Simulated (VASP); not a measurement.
Input:

```xyz
3
Lattice="0.0000 2.5337 2.5337 2.5337 0.0000 2.5337 2.5337 2.5337 0.0000" Properties=species:S:1:pos:R:3 pbc="T T T"
Zr     0.0000     0.0000     0.0000
O      1.2669     1.2669     1.2669
O      3.8006     3.8006     3.8006
```

Computed with PBEsol GGA, VASP's PBE PAW potentials (set 64) (plane waves; VASP 6.6.1). Settings: 520 eV cut-off, 7×7×7 Γ-centred mesh, Gaussian smearing of 0.050 eV, potentials Zr_sv O.

**Question.** What does the run give for the energy per atom (σ→0)?

**Answer.** 
The energy per atom (σ→0) comes out as -9.975 eV/atom.

Total energies compare only between runs with the same potentials, cut-off and functional.

The structure comes from a computed database's ZrO2 entry (Fm-3m); how it stands against other phases isn't given here. It was relaxed first. The start is the result of an earlier pass.
